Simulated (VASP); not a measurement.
```
CELL_PARAMETERS angstrom
      2.94869     0.00000     0.00000
      0.00000     2.94869     0.00000
      0.00000     0.00000     2.94869
ATOMIC_POSITIONS crystal
  Ti 0.00000 0.00000 0.00000
  Co 0.50000 0.50000 0.50000
```

Computed with rev-vdW-DF2, VASP's PBE PAW potentials (set 64) (plane waves; VASP 6.6.1). Numerical set-up: 520 eV cut-off, 14×14×14 Γ-centred mesh, tetrahedra with Blöchl corrections, potentials Ti_sv Co.

**Question.** What does the run give for the energy per atom (σ→0), band gap (on the k-mesh) with the smallest direct gap where there is one?

**Answer.** 
```json
{
  "band gap (on the k-mesh)": "none (metal, semimetal or under 0.01 eV)",
  "energy per atom (σ→0)": "-5.506 eV/atom"
}
```

The absolute energy has meaning only against runs of the same code, potentials and settings.

The compound is TiCo in the CsCl type structure. It was relaxed first. The run is not spin-polarised, so no magnetic state was tried. The electron count is odd and the run is not spin-polarised, which forces a metal.
